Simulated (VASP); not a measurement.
Computed with TPSS meta-GGA, VASP's PBE PAW potentials (set 64) (plane waves; VASP 6.6.1).

A VASP calculation is set up with these files.

File POSCAR:
```
CoGa
2.7906790
  0.9999998746   0.0000000000   0.0000000000
  0.0000000000   0.9999998746   0.0000000000
  0.0000000000   0.0000000000   0.9999998746
Ga Co
1 1
direct
  0.5000000000   0.5000000000   0.5000000000
  0.0000000000   0.0000000000   0.0000000000
```

INCAR:
```
SYSTEM = CoGa
PREC = Accurate
ENCUT = 520
EDIFF = 1E-7
NELM = 100
ALGO = Normal
LREAL = .FALSE.
LASPH = .TRUE.
ISMEAR = 1
SIGMA = 0.1
METAGGA = TPSS
LMIXTAU = .TRUE.
LMAXMIX = 4
LWAVE = .FALSE.
LCHARG = .FALSE.
ISIF = 2
```

File KPOINTS:
```
kpoints
0
Gamma
  13 13 13
```

POTCAR, in this order: Ga_d Co (PBE.64 set). Program: vasp_std.

Task: Predict the energy per atom (σ→0), pressure, band gap (on the k-mesh).

Result: 
* **energy per atom (σ→0)**: -13.126 eV/atom
* **band gap (on the k-mesh)**: none (metal, semimetal or under 0.01 eV)
* **pressure**: 14.06 GPa

File OSZICAR:
```
...
DAV:  14    -0.262503290977E+02    0.50442E-03   -0.44960E-04  3053   0.307E-01    0.825E-02
DAV:  15    -0.262509591803E+02   -0.63008E-03   -0.26767E-04  2891   0.253E-01    0.406E-02
DAV:  16    -0.262509616367E+02   -0.24563E-05   -0.32651E-05  3268   0.930E-02    0.155E-02
DAV:  17    -0.262509587114E+02    0.29253E-05   -0.49401E-06  3723   0.305E-02    0.214E-03
DAV:  18    -0.262509597421E+02   -0.10307E-05   -0.84675E-07  3800   0.162E-02    0.196E-03
DAV:  19    -0.262509608422E+02   -0.11001E-05   -0.27482E-07  2112   0.864E-03    0.927E-04
DAV:  20    -0.262509608054E+02    0.36820E-07   -0.55592E-08  1323   0.396E-03
   1 F= -.26250961E+02 E0= -.26251409E+02  d E =0.134451E-02
```

The compound is CoGa in the CsCl type structure. This cell is one point of a volume scan, at 0.94 of the reference volume. The run is not spin-polarised, so no magnetic state was tried.
